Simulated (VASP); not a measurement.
```
BP
1.0
    0.00000     2.25957     2.25957
    2.25957     0.00000     2.25957
    2.25957     2.25957     0.00000
B P
1 1
Direct
  0.00000   0.00000   0.00000
  0.25000   0.25000   0.25000
```

The numbers are results of AM05 GGA, VASP's PBE PAW potentials (set 64) (plane waves; VASP), not measurements. Settings: 520 eV cut-off, 11×11×11 Γ-centred mesh, tetrahedra with Blöchl corrections, potentials B P.

Q: Predict the energy per atom (σ→0).

A: 
The energy per atom (σ→0) is -6.690 eV/atom.

Only differences to runs with the same potentials and settings are physical.

The compound is BP in the zinc blende structure. It was relaxed first.
